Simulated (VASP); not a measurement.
Level of theory: PBEsol GGA, VASP's PBE PAW potentials (set 64) (plane waves; VASP 6.6.1).

VASP ran on this input.

INCAR:
```
! general
SYSTEM   = La2O3
PREC     = Accurate
ENCUT    = 520   ! plane-wave cut-off (eV)
LREAL    = .FALSE.
LASPH    = .TRUE.   ! aspherical one-centre terms

! electronic loop
EDIFF    = 1E-8
NELM     = 100   ! most electronic steps
ALGO     = Normal   ! blocked Davidson
LMAXMIX  = 6

! smearing
ISMEAR   = 0
SIGMA    = 0.01

! functional
GGA      = PS

! ions
IBRION   = 8
NSW      = 1

! output
LWAVE    = .FALSE.
LCHARG   = .FALSE.

! other
LEPSILON = .TRUE.
```

File KPOINTS:
```
Automatic mesh
0
Gamma
7 7 4
0 0 0
```

### POSCAR
```
La2O3
1
    1.9519025002    -3.3807942133    -0.0000000000
    1.9519025002     3.3807942133     0.0000000000
    0.0000000000    -0.0000000000     6.0414269044
La O
2 3
Direct
  0.3333330000   0.6666670000   0.2454697034
  0.6666670000   0.3333330000   0.7545302966
  0.0000000000   0.0000000000   0.0000000000
  0.3333330000   0.6666670000   0.6457239254
  0.6666670000   0.3333330000   0.3542760746
```

POTCAR, in this order: La O (PBE.64 set). Program: vasp_std.

Output

OUTCAR:
```


 HEAD OF MICROSCOPIC STATIC DIELECTRIC TENSOR (INDEPENDENT PARTICLE, excluding Hartree and local field effects)
 ------------------------------------------------------
           5.100053     0.000000     0.000000
           0.000000     5.100053     0.000000
          -0.000000     0.000000     5.040697
 ------------------------------------------------------

 MACROSCOPIC STATIC DIELECTRIC TENSOR (including local field effects in DFT)
 ------------------------------------------------------
           4.892551     0.000000     0.000000
          -0.000000     4.892551     0.000000
           0.000000     0.000000     4.825659
 ------------------------------------------------------

 PIEZOELECTRIC TENSOR (including local field effects)  for field in x, y, z        (e  Angst)
          XX          YY          ZZ          XY          YZ          ZX
  --------------------------------------------------------------------------------
  x     0.00000     0.00000     0.00000     0.00000     0.00000     0.00000
  y     0.00000     0.00000     0.00000     0.00000     0.00000     0.00000
  z     0.00000     0.00000     0.00000     0.00000     0.00000     0.00000

 PIEZOELECTRIC TENSOR (including local field effects)  for field in x, y, z        (C/m^2)
          XX          YY          ZZ          XY          YZ          ZX
  --------------------------------------------------------------------------------
  x     0.00000     0.00000     0.00000     0.00000     0.00000     0.00000
  y     0.00000     0.00000     0.00000     0.00000     0.00000     0.00000
  z     0.00000     0.00000     0.00000     0.00000     0.00000     0.00000

 BORN EFFECTIVE CHARGES (including local field effects) (in |e|, cummulative output)
 ---------------------------------------------------------------------------------
 ion    1
    1     4.22202     0.00000     0.00000
    2     0.00000     4.22202     0.00000
    3     0.00000     0.00000     3.85227
 ion    2
    1     4.22202     0.00000     0.00000
    2     0.00000     4.22202     0.00000
    3    -0.00000     0.00000     3.85227
 ion    3
    1    -2.72764     0.00000     0.00000
    2     0.00000    -2.72764    -0.00000
    3     0.00000     0.00000    -2.58266
 ion    4
    1    -2.85820     0.00000     0.00000
    2     0.00000    -2.85820     0.00000
    3     0.00000     0.00000    -2.56094
 ion    5
    1    -2.85820     0.00000     0.00000
    2     0.00000    -2.85820     0.00000
    3     0.00000     0.00000    -2.56094
```
(Selected blocks of OUTCAR.)

OUTCAR:
```
 val. band max:        6.0554663783   @ k =   0.4286   0.0000   0.5000

 cond. band min:       9.9346626808   @ k =   0.4286   0.0000   0.0000


 Fermi energy:         6.1191039980

 k-point     1 :       0.0000    0.0000    0.0000
  band No.  band energies     occupation
      1     -23.6138      2.00000
      2     -23.3295      2.00000
      3     -10.9121      2.00000
      4      -9.5754      2.00000
      5      -9.1353      2.00000
      6      -7.0784      2.00000
      7      -7.0784      2.00000
      8      -6.8118      2.00000
      9      -6.8118      2.00000
     10      -6.6887      2.00000
     11      -5.9384      2.00000
     12       3.5691      2.00000
     13       3.5691      2.00000
     14       3.8021      2.00000
     15       3.8021      2.00000
     16       3.9388      2.00000
     17       4.3193      2.00000
     18       5.6465      2.00000
     19       5.6465      2.00000
     20       5.9272      2.00000
     21      10.3898      0.00000
     22      10.6641      0.00000
     23      10.6642      0.00000
     24      11.3292      0.00000

 k-point     2 :       0.1429    0.0000    0.0000
  band No.  band energies     occupation
      1     -23.5746      2.00000
      2     -23.3141      2.00000
      3     -10.9047      2.00000
      4      -9.9546      2.00000
      5      -9.4100      2.00000
      6      -7.1677      2.00000
      7      -6.8395      2.00000
      8      -6.8017      2.00000
      9      -6.7404      2.00000
     10      -6.6324      2.00000
     11      -5.8850      2.00000
     12       3.5103      2.00000
     13       3.7647      2.00000
     14       3.8435      2.00000
     15       3.9591      2.00000
     16       4.0226      2.00000
     17       4.8209      2.00000
     18       5.3590      2.00000
     19       5.6394      2.00000
     20       5.8586      2.00000
     21      10.5097      0.00000
     22      10.7138      0.00000
     23      10.8361      0.00000
     24      11.4031      0.00000
...
```

Tensors are in the Cartesian frame of the cell as typed.

The compound is La2O3 in the a-type structure. It was relaxed first.
